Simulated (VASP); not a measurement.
Wanted: the native input for a VASP 6.6.1 run.

```yaml
Task: single point
Functional: PBE
Dispersion: D3(BJ)
Potentials_or_basis: VASP PAW PBE potentials, release 64 (O, H, C)
Cutoff: 520 eV
k_mesh: 1 × 1 × 1
Occupations: fermi-dirac, width 0.05 eV
Spin: no spin polarisation
Dipole_correction: no
Further_INCAR_settings: LREAL = Auto; ALGO = Normal; EDIFF = 1e-06; NBANDS = 60
```

The structure of H20CO9 lies in POSCAR:

```
H20CO9
1.0
    7.3625330000      0.0000000000      0.0000000000
    0.0000000000      7.3625330000      0.0000000000
    0.0000000000      0.0000000000      7.3625330000
O H C
9 20 1
Direct
    0.1036056477      0.2525625352      0.3296419860
    0.8773067639      0.4692950103      0.9226580037
    0.7566010230      0.6535386667      0.6075354773
    0.4306534178      0.8314258150      0.7147540120
    1.0412584908      0.0132563073      0.8625835701
    0.7190731777      0.4452000419      0.2688341091
    0.2579547012      0.5283643550      0.9119144186
    0.8452661604      0.9808716647      0.2577238024
    0.3494721178      0.8546786819      0.3683650722
    0.0245296014      0.3441342810      0.2864367467
    0.0336840595      0.1419076831      0.3140902730
    1.0069224817      0.4911760667      0.9034254923
    0.8136330255      0.5283643550      0.8165260516
    0.8211440275      0.7649948734      0.5822588503
    0.7613276572      0.5733352910      0.5049485007
    0.5401809404      0.7602818215      0.6920172718
    0.3902325463      0.8465021481      0.5883029658
    1.1700049426     -0.0134057124      0.8284105484
    1.0385284521      0.1477480644      0.9000299218
    0.7144280372      0.3249425164      0.3194688567
    0.7708080901      0.4255872266      0.1465256590
    0.3105452974      0.6406898278      0.8620674434
    0.3256895419      0.4274479992      0.8543391249
    0.8061356058      0.8539995678      0.2866133164
    0.9189772053      0.9461689340      0.1540774079
    0.2519513325      0.6015728554      0.2551703334
    0.3332412907      0.9854081469      0.3185860084
    0.1038229642      0.7037931103      0.4038691575
    0.1533847115      0.8126822657      0.1866613026
    0.2027970537      0.7349508654      0.3002227630
```

The cell was built by a generator and needn't be a form met in nature.

The input as run:

INCAR

```
PREC = Accurate
ENCUT = 520
EDIFF = 1E-6
ISMEAR = -1
SIGMA = 0.05
LREAL = Auto
LASPH = T
NELM = 60
ALGO = Normal
ISIF = 2
LWAVE = F
LCHARG = F
GGA = PE
IVDW = 12
NBANDS = 60
```

KPOINTS

```
regular mesh
0
Gamma
  1 1 1
```

Potentials or basis: VASP PAW PBE potentials, release 64 (O, H, C).

Run with:

```sh
$ cat potpaw_PBE.64/O/POTCAR potpaw_PBE.64/H/POTCAR potpaw_PBE.64/C/POTCAR > POTCAR
$ mpirun -np 1 vasp_gam > vasp.out
```

It gave:

- Pressure: -0.9 GPa
- Largest force: 2.482 eV/Å
- Band gap on the k mesh: 4.47 eV, direct
- Dispersion energy per atom: -0.026 eV

Wall time 57 s on 1 thread of Intel(R) Xeon(R) Platinum 8259CL CPU @ 2.50GHz (Skylake/Cascade Lake), on a shared host, peak memory 0.39 GiB.
